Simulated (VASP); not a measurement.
Input of a VASP 6.6.1 run:

INCAR

```
PREC     = Accurate       # precision mode
ENCUT    = 520            # plane-wave cutoff, eV
EDIFF    = 1E-7           # SCF threshold, eV
ISMEAR   = 0              # smearing method
SIGMA    = 0.1            # smearing width, eV
LREAL    = False          # projectors in reciprocal space
LASPH    = True           # aspherical terms in the spheres
NELM     = 120            # most SCF steps
ALGO     = Normal         # electronic algorithm
ISIF     = 3              # what is computed and relaxed
LWAVE    = False          # write WAVECAR
LCHARG   = False          # write CHGCAR
GGA      = PE             # functional
IBRION   = 2              # ionic algorithm
NSW      = 60             # ionic steps
EDIFFG   = -0.005         # ionic threshold
POTIM    = 0.3            # step
KPAR     = 4
```

KPOINTS

```
regular mesh
0
Gamma
  12 12 12
```

File POSCAR:

```
Ta2SiN2                                 
1.0
   -1.7532528566      1.7532528566      5.4355403001
    1.7532528566     -1.7532528566      5.4355403001
    1.7532528566      1.7532528566     -5.4355403001
  Ta              Si              N             
     2     1     2
Direct
     0.3524642373190494    0.3524642373190494    0.0000000000000000
     0.6475357626809505    0.6475357626809505    0.0000000000000000
     0.0000000000000000    0.0000000000000000    0.0000000000000000
     0.7500000000000000    0.2500000000000000    0.5000000000000000
     0.2500000000000000    0.7500000000000000    0.5000000000000000
```

Potentials or basis: VASP PAW PBE potentials, release 64 (Ta_pv, Si, N).

The run is started by

```console
$ cat potpaw_PBE.64/Ta_pv/POTCAR potpaw_PBE.64/Si/POTCAR potpaw_PBE.64/N/POTCAR > POTCAR
$ mpirun -np 4 vasp_std > vasp.out
```

(1) What does it give for the band gap on the k mesh?

Results:

(1) none (metal or under the smearing width).

Caveat: the relaxation stopped at its first step, so nothing moved.
